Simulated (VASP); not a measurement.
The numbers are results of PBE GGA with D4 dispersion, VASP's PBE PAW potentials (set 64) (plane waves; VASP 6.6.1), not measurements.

Input for VASP

**POSCAR**
```
SiC
2.1753730
  0.0000000000   1.0000001403   1.0000001403
  1.0000001403   0.0000000000   1.0000001403
  1.0000001403   1.0000001403   0.0000000000
Si C
1 1
Cart
  0.0000000000   0.0000000000   0.0000000000
  0.5000000702   0.5000000702   0.5000000702
```

INCAR:
```
# general
SYSTEM=SiC
PREC  =Accurate
ENCUT =520
LREAL =.FALSE.
LASPH =.TRUE.

# electronic loop
EDIFF =1E-7
NELM  =100
ALGO  =Normal

# smearing
ISMEAR=-5

# functional
GGA   =PE
IVDW  =13

# ions
ISIF  =2

# output
LWAVE =.FALSE.
LCHARG=.TRUE.
LORBIT=11
NEDOS =601
```

### KPOINTS
```
Automatic
0
G
  12 12 12
```

POTCAR, in this order: Si C (PBE.64 set). Program: vasp_std.

Output

File OSZICAR:
```
       N       E                     dE             d eps       ncg     rms          rms(c)
DAV:   1     0.437340015817E+01    0.43734E+01   -0.41816E+03  1200   0.844E+02
DAV:   2    -0.165791978067E+02   -0.20953E+02   -0.20637E+02  1760   0.108E+02
DAV:   3    -0.169231881921E+02   -0.34399E+00   -0.34399E+00  1280   0.167E+01
DAV:   4    -0.169242401116E+02   -0.10519E-02   -0.10519E-02  1880   0.105E+00
DAV:   5    -0.169242404322E+02   -0.32062E-06   -0.32062E-06  1304   0.143E-02    0.886E+00
DAV:   6    -0.151180783833E+02    0.18062E+01   -0.76187E+00  1224   0.157E+01    0.391E+00
DAV:   7    -0.150627661380E+02    0.55312E-01   -0.35045E-01  1808   0.420E+00    0.179E+00
DAV:   8    -0.150549860021E+02    0.77801E-02   -0.18860E-02  1168   0.126E+00    0.163E-01
DAV:   9    -0.150552747857E+02   -0.28878E-03   -0.78770E-04  1816   0.243E-01    0.103E-01
DAV:  10    -0.150553831204E+02   -0.10833E-03   -0.20689E-04  1560   0.114E-01    0.223E-02
DAV:  11    -0.150553839449E+02   -0.82453E-06   -0.41182E-05  1424   0.396E-02    0.558E-03
DAV:  12    -0.150553841067E+02   -0.16178E-06   -0.15688E-06  1416   0.975E-03    0.140E-03
DAV:  13    -0.150553841909E+02   -0.84214E-07   -0.15287E-07  1104   0.329E-03
   1 F= -.15716671E+02 E0= -.15716671E+02  d E =0.000000E+00
```

**OUTCAR**
```
------------------------ aborting loop because EDIFF is reached ----------------------------------------
  Edisp (eV):   -0.66129
  FORCE on cell =-STRESS in cart. coord.  units (eV):
  Direction    XX          YY          ZZ          XY          YZ          ZX
  --------------------------------------------------------------------------------------
  Total       0.01052     0.01052     0.01052    -0.00000     0.00000     0.00000
  in kB       0.81831     0.81831     0.81831    -0.00000     0.00000     0.00000
  external pressure =        0.82 kB  Pullay stress =        0.00 kB
  volume of cell :       20.59
      direct lattice vectors                 reciprocal lattice vectors
     0.000000000  2.175373305  2.175373305    -0.229845608  0.229845608  0.229845608
     2.175373305  0.000000000  2.175373305     0.229845608 -0.229845608  0.229845608
     2.175373305  2.175373305  0.000000000     0.229845608  0.229845608 -0.229845608
  FREE ENERGIE OF THE ION-ELECTRON SYSTEM (eV)
  ---------------------------------------------------
  free  energy   TOTEN  =       -15.7166706225 eV

  energy  without entropy=      -15.7166706225  energy(sigma->0) =      -15.71667062

 total charge

# of ion       s       p       d       tot
------------------------------------------
    1        0.708   0.976   0.000   1.684
    2        0.838   1.714   0.000   2.552
--------------------------------------------------
tot          1.546   2.689   0.000   4.235
```
(Selected blocks of OUTCAR.)

File OUTCAR:
```
 val. band max:        8.1629840241   @ k =   0.0000   0.0000   0.0000

 cond. band min:       9.5153823076   @ k =   0.5000   0.5000   0.0000


 Fermi energy:         8.2036099527

 k-point     1 :       0.0000    0.0000    0.0000
  band No.  band energies     occupation
      1      -7.2795      2.00000
      2       8.1630      2.00000
      3       8.1630      2.00000
      4       8.1630      2.00000
      5      14.4556      0.00000
      6      15.5053      0.00000
      7      15.5053      0.00000
      8      15.5053      0.00000

 k-point     2 :       0.0833    0.0000    0.0000
  band No.  band energies     occupation
      1      -7.1432      2.00000
      2       7.4361      2.00000
      3       8.0680      2.00000
      4       8.0680      2.00000
      5      14.6903      0.00000
      6      15.6630      0.00000
      7      15.6817      0.00000
      8      15.6817      0.00000

 k-point     3 :       0.1667    0.0000    0.0000
  band No.  band energies     occupation
      1      -6.7381      2.00000
      2       5.7897      2.00000
      3       7.8330      2.00000
      4       7.8330      2.00000
      5      14.5521      0.00000
      6      16.0241      0.00000
      7      16.0241      0.00000
      8      16.5630      0.00000

 k-point     4 :       0.2500    0.0000    0.0000
  band No.  band energies     occupation
      1      -6.0791      2.00000
      2       3.8630      2.00000
      3       7.5567      2.00000
      4       7.5567      2.00000
      5      14.1973      0.00000
      6      16.1031      0.00000
      7      16.1031      0.00000
      8      17.5604      0.00000

 k-point     5 :       0.3333    0.0000    0.0000
  band No.  band energies     occupation
      1      -5.2050      2.00000
      2       1.9740      2.00000
      3       7.3188      2.00000
      4       7.3188      2.00000
      5      13.8942      0.00000
      6      15.8322      0.00000
      7      15.8322      0.00000
...
```

The compound is SiC in the zinc blende structure. It was relaxed first.
